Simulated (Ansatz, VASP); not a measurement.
# Cross-check of LiCl between VASP and Ansatz, part 2 of 2

Aim: how closely do two programs agree when they are given the same cell, functional and k mesh? The cell is taken from a series of runs on this material, whose earlier steps may have relaxed, scaled, displaced or heated it; both programs get it as it stands.

VASP 6.6.1 and Ansatz 0.2.0.

So far: The structure; Ansatz: zone-centre phonons, PBE.

### Step 3. VASP: zone-centre phonons, PBE

Level of this step: PBE; plane waves and PAW (Li_sv, Cl) (VASP).

The same cell, functional and mesh now go to VASP, with its own data sets.

Lines of VASP's logs that name or quote its potential files are left out, and so is its time.

Contents of INCAR:

```
SYSTEM = LiCl
PREC = Accurate
ENCUT = 750
EDIFF = 1E-08
NELM = 120
ISMEAR = 0
SIGMA = 0.01
LREAL = .FALSE.
ALGO = Normal
GGA = PE
NBANDS = 11
LORBIT = 11
LWAVE = .FALSE.
LCHARG = .FALSE.
ISIF = 2
IBRION = 8
LEPSILON = .TRUE.
LASPH = .TRUE.
GGA_COMPAT = .FALSE.
EFERMI = MIDGAP
KPAR = 2
```

Contents of POSCAR:

```
LiCl
1.0
    0.0000000000      2.5751358477      2.5751358477
    2.5751358477      0.0000000000      2.5751358477
    2.5751358477      2.5751358477      0.0000000000
Li Cl
1 1
Direct
    0.0000000000      0.0000000000      0.0000000000
    0.5000000000      0.5000000000      0.5000000000
```

Contents of KPOINTS:

```
Automatic mesh
0
Gamma
8 8 8
0 0 0
```

The projector-augmented-wave data sets are Li_sv and Cl (PBE family, release 64).

On the command line:

```bash
mpirun -np 2 vasp_std
```

Numbers of over 12 decimals in the logs are rounded to 6 here.

Log:

```text
[banner, memory and clock lines left out]
running    2 mpi-ranks, on    1 nodes
 distrk:  each k-point on    1 cores,    2 groups
 distr:  one band on    1 cores,    1 groups

 POSCAR found type information on POSCAR LiCl
 POSCAR found :  2 types and       2 ions
 LDA part: xc-table for (Slater+PW92), standard interpolation
 POSCAR, INCAR and KPOINTS ok, starting setup
 FFT: planning ... GRIDC
 FFT: planning ... GRID_SOFT
 FFT: planning ... GRID
 WAVECAR not read
 entering main loop
       N       E                     dE             d eps       ncg     rms          rms(c)
DAV:   1     0.504087410294E+02    0.50409E+02   -0.50246E+03   638   0.109E+03
DAV:   2    -0.437162668399E+01   -0.54780E+02   -0.50724E+02   822   0.169E+02
DAV:   3    -0.737127045892E+01   -0.29996E+01   -0.29930E+01   830   0.423E+01
DAV:   4    -0.744810436875E+01   -0.76834E-01   -0.76752E-01   918   0.661E+00
DAV:   5    -0.744940416767E+01   -0.12998E-02   -0.12997E-02   868   0.785E-01    0.238E+00
DAV:   6    -0.737811846143E+01    0.71286E-01   -0.16055E-01   799   0.198E+00    0.169E+00
DAV:   7    -0.737956157284E+01   -0.14431E-02   -0.50237E-02   962   0.129E+00    0.921E-01
DAV:   8    -0.738373174712E+01   -0.41702E-02   -0.68657E-03   750   0.651E-01    0.151E-01
DAV:   9    -0.738370261553E+01    0.29132E-04   -0.19197E-04   786   0.110E-01    0.524E-02
DAV:  10    -0.738377328924E+01   -0.70674E-04   -0.11553E-04   739   0.787E-02    0.412E-02
DAV:  11    -0.738377082811E+01    0.24611E-05   -0.10219E-05   840   0.210E-02    0.182E-03
DAV:  12    -0.738377082011E+01    0.80021E-08   -0.51833E-07   763   0.540E-03    0.527E-03
DAV:  13    -0.738377085673E+01   -0.36620E-07   -0.16663E-07   890   0.272E-03    0.242E-04
DAV:  14    -0.738377086175E+01   -0.50243E-08   -0.21397E-09   478   0.427E-04
   1 F= -.73837709E+01 E0= -.73837709E+01  d E =0.000000E+00
 Linear response reoptimize wavefunctions to high precision
DAV:   1    -0.738377087510E+01   -0.13352E-07   -0.23543E-09   786   0.316E-04
DAV:   2    -0.738377087511E+01   -0.70486E-11   -0.20500E-10   451   0.110E-04
 Linear response G [H, r] |phi>, progress :
  Direction:   1
       N       E                     dE             d eps       ncg     rms
RMM:   1    -0.271126141478E+02   -0.27113E+02    0.27974E+02   956   0.188E+02
RMM:   2    -0.351021507976E+02   -0.79895E+01   -0.13434E+01  1343   0.240E+01
RMM:   3    -0.353844060394E+02   -0.28226E+00   -0.77132E-01  1450   0.599E+00
RMM:   4    -0.354137593017E+02   -0.29353E-01   -0.13076E-01  1499   0.220E+00
RMM:   5    -0.354183647600E+02   -0.46055E-02   -0.14554E-02  1517   0.770E-01
RMM:   6    -0.354187885054E+02   -0.42375E-03   -0.18959E-03  1545   0.302E-01
RMM:   7    -0.354188569957E+02   -0.68490E-04   -0.18043E-04  1588   0.936E-02
RMM:   8    -0.354188768072E+02   -0.19812E-04   -0.10750E-03  1581   0.355E-02
RMM:   9    -0.354188707604E+02    0.60469E-05   -0.27434E-04  1597   0.110E-02
RMM:  10    -0.354188698351E+02    0.92524E-06   -0.61208E-04  1586   0.429E-03
RMM:  11    -0.354188723981E+02   -0.25629E-05   -0.17509E-04  1570   0.200E-03
RMM:  12    -0.354188720067E+02    0.39137E-06   -0.12033E-04  1490   0.106E-03
RMM:  13    -0.354188722007E+02   -0.19399E-06   -0.33908E-05  1325   0.702E-04
RMM:  14    -0.354188721788E+02    0.21883E-07   -0.11286E-05  1244   0.563E-04
RMM:  15    -0.354188721295E+02    0.49285E-07   -0.30640E-05  1197   0.509E-04
RMM:  16    -0.354188721290E+02    0.48281E-09   -0.53623E-06  1170   0.483E-04
RMM:  17    -0.354188721217E+02    0.72927E-08   -0.39449E-05  1102   0.472E-04
RMM:  18    -0.354188721297E+02   -0.79359E-08   -0.53373E-07  1063   0.467E-04
 Linear response G [H, r] |phi>, progress :
  Direction:   2
       N       E                     dE             d eps       ncg     rms
RMM:   1    -0.310542006196E+02   -0.31054E+02    0.93227E+01   989   0.151E+02
RMM:   2    -0.371992958895E+02   -0.61451E+01   -0.10147E+01  1321   0.219E+01
RMM:   3    -0.374382393731E+02   -0.23894E+00   -0.60694E-01  1447   0.553E+00
RMM:   4    -0.374639162313E+02   -0.25677E-01   -0.10442E-01  1496   0.204E+00
RMM:   5    -0.374686295480E+02   -0.47133E-02   -0.10404E-02  1523   0.703E-01
RMM:   6    -0.374690304780E+02   -0.40093E-03   -0.15951E-03  1564   0.281E-01
RMM:   7    -0.374690869284E+02   -0.56450E-04    0.26394E-05  1584   0.906E-02
RMM:   8    -0.374691078872E+02   -0.20959E-04    0.84211E-04  1603   0.343E-02
RMM:   9    -0.374691104260E+02   -0.25388E-05   -0.30677E-04  1588   0.108E-02
RMM:  10    -0.374691105713E+02   -0.14535E-06    0.30879E-04  1570   0.419E-03
RMM:  11    -0.374691107547E+02   -0.18331E-06   -0.60278E-05  1560   0.194E-03
RMM:  12    -0.374691107158E+02    0.38877E-07    0.53663E-05  1472   0.983E-04
RMM:  13    -0.374691106893E+02    0.26514E-07    0.70400E-06  1312   0.651E-04
RMM:  14    -0.374691106951E+02   -0.58398E-08    0.15549E-06  1217   0.515E-04
RMM:  15    -0.374691106997E+02   -0.45881E-08   -0.15502E-05  1167   0.459E-04
[...]
RMM:  12    -0.158672908073E+00    0.28539E-09    0.91176E-07  1005   0.109E-04
RMM:  13    -0.158672908150E+00   -0.76989E-10   -0.14717E-06   934   0.760E-05
RMM:  14    -0.158672908179E+00   -0.28511E-10    0.23395E-07   865   0.618E-05
RMM:  15    -0.158672902976E+00    0.52029E-08   -0.33719E-07   779   0.557E-05
[...]
RMM:   6    -0.208405940555E+00   -0.96512E-07   -0.94897E-04  3002   0.111E-01    0.173E-02
RMM:   7    -0.208994829393E+00   -0.58889E-03   -0.58132E-04  2803   0.599E-02    0.309E-03
RMM:   8    -0.209043615194E+00   -0.48786E-04   -0.15344E-04  3095   0.303E-02    0.188E-03
RMM:   9    -0.209039419672E+00    0.41955E-05    0.33266E-04  3102   0.161E-02    0.214E-03
RMM:  10    -0.209031229555E+00    0.81901E-05    0.39171E-04  3155   0.811E-03    0.210E-03
RMM:  11    -0.209039059983E+00   -0.78304E-05    0.32080E-04  3021   0.412E-03    0.172E-03
RMM:  12    -0.209040201437E+00   -0.11415E-05    0.12006E-04  3015   0.184E-03    0.365E-04
RMM:  13    -0.209039466165E+00    0.73527E-06    0.41079E-05  2969   0.837E-04    0.694E-04
RMM:  14    -0.209040452456E+00   -0.98629E-06    0.10919E-05  2958   0.307E-04    0.341E-04
RMM:  15    -0.209040809892E+00   -0.35744E-06    0.22834E-06  2821   0.161E-04    0.542E-05
RMM:  16    -0.209040816397E+00   -0.65050E-08    0.45170E-07  2089   0.675E-05    0.699E-06
 change of polarisation eV/A/(eV/A) component  2 :     0.070     0.369    -0.018
 dielectric tensor                  component  2 :     0.372     2.956    -0.093
 Linear response to external field, progress :
  Direction:   3
       N       E                     dE             d eps       ncg     rms          rms(c)
RMM:   1    -0.200069241587E+00   -0.20007E+00   -0.59529E-01  2959   0.287E+00
RMM:   2    -0.209471462155E+00   -0.94022E-02   -0.22637E-02  2768   0.756E-01    0.108E+00
RMM:   3    -0.189859738378E+00    0.19612E-01   -0.32060E-02  2600   0.892E-01    0.555E-01
RMM:   4    -0.198061140941E+00   -0.82014E-02   -0.15437E-02  2726   0.640E-01    0.202E-01
RMM:   5    -0.208404813378E+00   -0.10344E-01   -0.22488E-03  2642   0.300E-01    0.373E-02
RMM:   6    -0.208406542902E+00   -0.17295E-05   -0.95930E-04  2999   0.111E-01    0.173E-02
RMM:   7    -0.208996464684E+00   -0.58992E-03   -0.67237E-04  2805   0.599E-02    0.323E-03
RMM:   8    -0.209041612283E+00   -0.45148E-04   -0.12514E-04  3102   0.302E-02    0.185E-03
RMM:   9    -0.209037217994E+00    0.43943E-05    0.32040E-04  3102   0.160E-02    0.184E-03
RMM:  10    -0.209026577897E+00    0.10640E-04    0.50942E-04  3136   0.805E-03    0.229E-03
RMM:  11    -0.209035591493E+00   -0.90136E-05    0.32712E-04  3144   0.376E-03    0.280E-03
RMM:  12    -0.209028250716E+00    0.73408E-05    0.10419E-04  2902   0.186E-03    0.658E-03
RMM:  13    -0.209044583024E+00   -0.16332E-04    0.41429E-05  2751   0.147E-03    0.164E-04
RMM:  14    -0.209043560709E+00    0.10223E-05    0.82606E-06  3005   0.493E-04    0.314E-04
RMM:  15    -0.209040340815E+00    0.32199E-05    0.22579E-06  2897   0.196E-04    0.883E-05
RMM:  16    -0.209039827361E+00    0.51345E-06    0.24170E-07  2361   0.834E-05    0.262E-04
RMM:  17    -0.209040507621E+00   -0.68026E-06   -0.12447E-07  2213   0.654E-05    0.453E-05
RMM:  18    -0.209040678804E+00   -0.17118E-06   -0.11535E-07  1498   0.474E-05    0.842E-06
 change of polarisation eV/A/(eV/A) component  3 :     0.003     0.042     0.369
 dielectric tensor                  component  3 :     0.013     0.220     2.956
 Linear response DOF=           2
 Linear response progress:
  Degree of freedom:   1/  2
       N       E                     dE             d eps       ncg     rms          rms(c)
RMM:   1    -0.165466160797E+00   -0.16547E+00    0.12074E+00  1692   0.166E+01
RMM:   2    -0.168259024746E+00   -0.27929E-02   -0.14603E-02  2418   0.838E-01    0.112E-01
RMM:   3    -0.168161987707E+00    0.97037E-04   -0.21953E-03  2783   0.308E-01    0.624E-02
RMM:   4    -0.167918531295E+00    0.24346E-03   -0.39154E-04  2783   0.148E-01    0.105E-02
RMM:   5    -0.167942736465E+00   -0.24205E-04   -0.77989E-05  2866   0.487E-02    0.164E-03
RMM:   6    -0.167990013998E+00   -0.47278E-04   -0.33356E-05  2948   0.207E-02    0.728E-04
RMM:   7    -0.168031002031E+00   -0.40988E-04   -0.12160E-05  2760   0.107E-02    0.280E-04
RMM:   8    -0.168030107355E+00    0.89468E-06   -0.13410E-05  3104   0.612E-03    0.121E-04
RMM:   9    -0.168030333284E+00   -0.22593E-06   -0.83212E-06  3167   0.405E-03    0.183E-04
RMM:  10    -0.168029436702E+00    0.89658E-06   -0.46613E-06  2747   0.309E-03    0.209E-04
RMM:  11    -0.168030650996E+00   -0.12143E-05   -0.25149E-06  2806   0.238E-03    0.210E-04
RMM:  12    -0.168030901179E+00   -0.25018E-06   -0.11864E-06  3177   0.186E-03    0.215E-04
 first order change of Fermi-energy  -0.18788E-05
 force on displaced ion       1 direction 1 :  -0.580   0.000   0.000
 Born effective charge ion    1 direction 1 :   1.191   0.000   0.000
 Linear response progress:
  Degree of freedom:   2/  2
       N       E                     dE             d eps       ncg     rms          rms(c)
RMM:   1    -0.187719851639E+00   -0.18772E+00    0.86998E-03  2924   0.261E+00
RMM:   2    -0.188535332260E+00   -0.81548E-03   -0.25384E-03  2522   0.365E-01    0.653E-02
RMM:   3    -0.189388865979E+00   -0.85353E-03   -0.40460E-04  2644   0.109E-01    0.366E-02
RMM:   4    -0.190174575834E+00   -0.78571E-03   -0.12008E-04  2645   0.629E-02    0.121E-02
RMM:   5    -0.190275642627E+00   -0.10107E-03   -0.18899E-05  2738   0.265E-02    0.674E-03
RMM:   6    -0.190273491163E+00    0.21515E-05   -0.30860E-06  2888   0.950E-03    0.249E-03
RMM:   7    -0.190276235174E+00   -0.27440E-05   -0.57760E-07  2725   0.462E-03    0.386E-04
RMM:   8    -0.190277580218E+00   -0.13450E-05   -0.64123E-06  3020   0.176E-03    0.179E-04
RMM:   9    -0.190277097773E+00    0.48244E-06    0.12747E-05  3046   0.703E-04    0.781E-05
RMM:  10    -0.190276808138E+00    0.28964E-06   -0.40283E-07  3156   0.285E-04    0.241E-05
RMM:  11    -0.190276462225E+00    0.34591E-06    0.27585E-06  3051   0.138E-04    0.213E-05
RMM:  12    -0.190276349627E+00    0.11260E-06    0.18334E-07  3106   0.691E-05    0.101E-05
RMM:  13    -0.190276374367E+00   -0.24741E-07    0.21190E-07  3102   0.432E-05    0.747E-06
RMM:  14    -0.190276372923E+00    0.14442E-08    0.22767E-07  3061   0.320E-05    0.647E-06
RMM:  15    -0.190276360580E+00    0.12343E-07    0.10064E-07  2852   0.271E-05    0.202E-06
RMM:  16    -0.190276362297E+00   -0.17170E-08    0.73372E-08  2584   0.256E-05    0.117E-06
 first order change of Fermi-energy   0.12290E-02
 force on displaced ion       2 direction 1 :  -0.593   0.000   0.000
 Born effective charge ion    2 direction 1 :  -1.191   0.000   0.000
 Born effective charges drift removed
 Linear response finished
```

Parts of OUTCAR (step 3):

```text
ion  position               nearest neighbor table
   1  0.000  0.000  0.000-   2 2.58   2 2.58   2 2.58   2 2.58   2 2.58   2 2.58
   2  0.500  0.500  0.500-   1 2.58   1 2.58   1 2.58   1 2.58   1 2.58   1 2.58

  LATTYP: Found a face centered cubic cell.
 ALAT       =     5.1502716954

 Subroutine GETGRP returns: Found 48 space group operations
 (whereof 48 operations were pure point group operations)

The static configuration has the point symmetry O_h .

 Found     29 irreducible k-points:

   k-points           NKPTS =     29   k-points in BZ     NKDIM =     29   number of bands    NBANDS=     11

   dimension x,y,z NGX =    36 NGY =   36 NGZ =   36
   dimension x,y,z NGXF=    72 NGYF=   72 NGZF=   72

   ENCUT  =  750.0 eV  55.12 Ry    7.42 a.u.   8.13  8.13  8.13*2*pi/ulx,y,z

   NELECT =      10.0000    total number of electrons

 k-points in reciprocal lattice and weights: Automatic mesh
   0.00000000  0.00000000  0.00000000       0.002
   0.12500000  0.00000000  0.00000000       0.016
   0.25000000  0.00000000  0.00000000       0.016
   0.37500000  0.00000000  0.00000000       0.016
   0.50000000  0.00000000  0.00000000       0.008
   0.12500000  0.12500000  0.00000000       0.012
   0.25000000  0.12500000  0.00000000       0.047
   0.37500000  0.12500000  0.00000000       0.047
   0.50000000  0.12500000  0.00000000       0.047
[...]
-0.37500000  0.50000000  0.12500000       0.023
  -0.25000000  0.50000000  0.25000000       0.012

 average (electrostatic) potential at core
       1 -62.1282       2 -92.6843

  Total       -0.0196037     -0.0196037     -0.0196037      0.0000000      0.0000000     -0.0000000
  in kB       -0.9196431     -0.9196431     -0.9196431      0.0000000      0.0000000     -0.0000000
  external PRESSURE =      -0.9196431 kB  Pullay stress =       0.0000000 kB

  energy-cutoff  :      750.00
  volume of cell :       34.15
      direct lattice vectors                 reciprocal lattice vectors
     0.000000000  2.575135848  2.575135848    -0.194164514  0.194164514  0.194164514
     2.575135848  0.000000000  2.575135848     0.194164514 -0.194164514  0.194164514
     2.575135848  2.575135848  0.000000000     0.194164514  0.194164514 -0.194164514

 POSITION                                       TOTAL-FORCE (eV/Angst)
 -----------------------------------------------------------------------------------
      0.00000      0.00000      0.00000         0.000000     -0.000000     -0.000000
      2.57514      2.57514      2.57514        -0.000000      0.000000      0.000000
 -----------------------------------------------------------------------------------
    total drift:                                0.000000      0.000000      0.000000

 MACROSCOPIC STATIC DIELECTRIC TENSOR (including local field effects in DFT)
 ------------------------------------------------------
           2.955684     0.000000    -0.000000
           0.000000     2.955684     0.000000
          -0.000000     0.000000     2.955684
 ------------------------------------------------------

 PIEZOELECTRIC TENSOR (including local field effects)  for field in x, y, z        (C/m^2)
          XX          YY          ZZ          XY          YZ          ZX
  --------------------------------------------------------------------------------
  x     0.00000     0.00000     0.00000     0.00000     0.00000     0.00000
  y     0.00000     0.00000     0.00000     0.00000     0.00000     0.00000
  z     0.00000     0.00000     0.00000     0.00000     0.00000     0.00000

 BORN EFFECTIVE CHARGES (including local field effects) (in |e|, cummulative output)
 ---------------------------------------------------------------------------------
 ion    1
    1     1.19074     0.00000     0.00000
    2    -0.00000     1.19074     0.00000
    3     0.00000     0.00000     1.19074
 ion    2
    1    -1.19074    -0.00000     0.00000
    2     0.00000    -1.19074     0.00000
    3     0.00000     0.00000    -1.19074

 Eigenvectors and eigenvalues of the dynamical matrix
 ----------------------------------------------------

   1 f  =    4.929900 THz    30.975473 2PiTHz  164.443751 cm-1    20.388417 meV
             X         Y         Z           dx          dy          dz
      0.000000  0.000000  0.000000     0.000000    0.912087    0.000000
      2.575136  2.575136  2.575136     0.000000   -0.409998    0.000000

   2 f  =    4.929900 THz    30.975473 2PiTHz  164.443751 cm-1    20.388417 meV
             X         Y         Z           dx          dy          dz
      0.000000  0.000000  0.000000     0.912087    0.000000    0.000000
      2.575136  2.575136  2.575136    -0.409998    0.000000    0.000000

   3 f  =    4.929900 THz    30.975473 2PiTHz  164.443751 cm-1    20.388417 meV
             X         Y         Z           dx          dy          dz
      0.000000  0.000000  0.000000     0.000000    0.000000    0.912087
      2.575136  2.575136  2.575136     0.000000    0.000000   -0.409998

   4 f/i=    0.019934 THz     0.125247 2PiTHz    0.664916 cm-1     0.082439 meV
             X         Y         Z           dx          dy          dz
      0.000000  0.000000  0.000000    -0.409998    0.000000    0.000000
      2.575136  2.575136  2.575136    -0.912087    0.000000    0.000000

   5 f/i=    0.019934 THz     0.125247 2PiTHz    0.664916 cm-1     0.082439 meV
             X         Y         Z           dx          dy          dz
      0.000000  0.000000  0.000000     0.000000    0.000000   -0.409998
      2.575136  2.575136  2.575136     0.000000    0.000000   -0.912087

   6 f/i=    0.019934 THz     0.125247 2PiTHz    0.664916 cm-1     0.082439 meV
             X         Y         Z           dx          dy          dz
      0.000000  0.000000  0.000000     0.000000   -0.409998    0.000000
      2.575136  2.575136  2.575136     0.000000   -0.912087    0.000000

 MACROSCOPIC STATIC DIELECTRIC TENSOR IONIC CONTRIBUTION
 ------------------------------------------------------
          12.813322    -0.000000     0.000000
          -0.000000    12.813322     0.000000
           0.000000     0.000000    12.813322
 ------------------------------------------------------

 ELASTIC MODULI CONTR FROM IONIC RELAXATION (kBar)
 Direction    XX          YY          ZZ          XY          YZ          ZX
 --------------------------------------------------------------------------------
 XX           0.0000      0.0000      0.0000      0.0000      0.0000      0.0000
 YY           0.0000      0.0000      0.0000      0.0000      0.0000      0.0000
 ZZ           0.0000      0.0000      0.0000      0.0000      0.0000      0.0000
 XY           0.0000      0.0000      0.0000      0.0000      0.0000      0.0000
 YZ           0.0000      0.0000      0.0000      0.0000      0.0000      0.0000
 ZX           0.0000      0.0000      0.0000      0.0000      0.0000      0.0000
 --------------------------------------------------------------------------------

 PIEZOELECTRIC TENSOR IONIC CONTR  for field in x, y, z        (C/m^2)
          XX          YY          ZZ          XY          YZ          ZX
  --------------------------------------------------------------------------------
  x     0.00000     0.00000     0.00000     0.00000     0.00000     0.00000
  y     0.00000     0.00000     0.00000     0.00000     0.00000     0.00000
  z     0.00000     0.00000     0.00000     0.00000     0.00000     0.00000
```

### Step 4. Side by side

Known differences besides the potentials themselves: fixed occupations in Ansatz, narrow Gaussian smearing in VASP; the cutoff is 420 eV in Ansatz and 750 eV in VASP. Total energies have different zeros and are not compared.

Both answers:

| quantity | Ansatz | VASP | difference |
| --- | --- | --- | --- |
| ε∞ xx | 2.94 | 2.96 | -0.39 % |
| ε∞ yy | 2.94 | 2.96 | -0.39 % |
| ε∞ zz | 2.94 | 2.96 | -0.39 % |
| Born charge of Li1 (mean of the diagonal) (e) | 1.19 | 1.19 | 0.00 |
| Born charge of Cl2 (mean of the diagonal) (e) | -1.19 | -1.19 | 0.00 |
| optical mode 1 to 3 (cm⁻¹) | 167.0 | 164.4 | +1.54 % |

Modes are paired by rising frequency, not by their patterns, so a pair may set unlike modes beside each other; they are those without the splitting of longitudinal modes.

### Step 5. What came out

```yaml
r_m_s_difference_of_the_optical_zone_centre_modes_each_program_s_sorted_by_frequency_zone_centre_phonons_pbe: 2.5 cm⁻¹
difference_in_optical_mode_1_to_3_zone_centre_phonons_pbe: +1.5 %
```

In words: The r.m.s. difference of the optical zone-centre modes, each program's sorted by frequency is 2.5 cm⁻¹ (zone-centre phonons, PBE). Among the rows given in per cent, the largest difference of the zone-centre phonons, PBE pair is in optical mode 1 to 3, +1.5 %. Such differences can come from data sets, numerical settings and the points named under the comparisons, not from the functional's error against experiment.

[Lines on the potential files, build, host, timing and source positions are cut from VASP's logs without a mark.]

[Logs are printed without paths, hosts, clocks, repeated set-up lines and the standing remarks that a program may print on its own settings, such as how far it seeks lower states.]

[Hosts, paths, dates, database ids (printed as entryN), source tags and the programs' standing remarks are cut or masked in the printed files.]
